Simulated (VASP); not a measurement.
Data:

```xyz
2
Lattice="0.0000 2.4204 2.4204 2.4204 0.0000 2.4204 2.4204 2.4204 0.0000" Properties=species:S:1:pos:R:3 pbc="T T T"
Sr     0.0000     0.0000     0.0000
O      2.4204     2.4204     2.4204
```

Calculation: PBE GGA, VASP's PBE PAW potentials (set 64) (plane waves; VASP). Run with 600 eV cut-off, 8×8×8 Γ-centred mesh, Gaussian smearing of 0.050 eV, potentials Sr_sv O.

Task: Predict the energy per atom (σ→0), pressure, band gap (on the k-mesh) with the smallest direct gap where there is one.

Result: 
band gap (on the k-mesh): 2.98 eV
smallest direct gap (on the k-mesh): 2.98 eV
energy per atom (σ→0): -5.760 eV/atom
pressure: 30.05 GPa

The compound is SrO in the rock salt structure. It was relaxed first under an external pressure of 30 GPa.
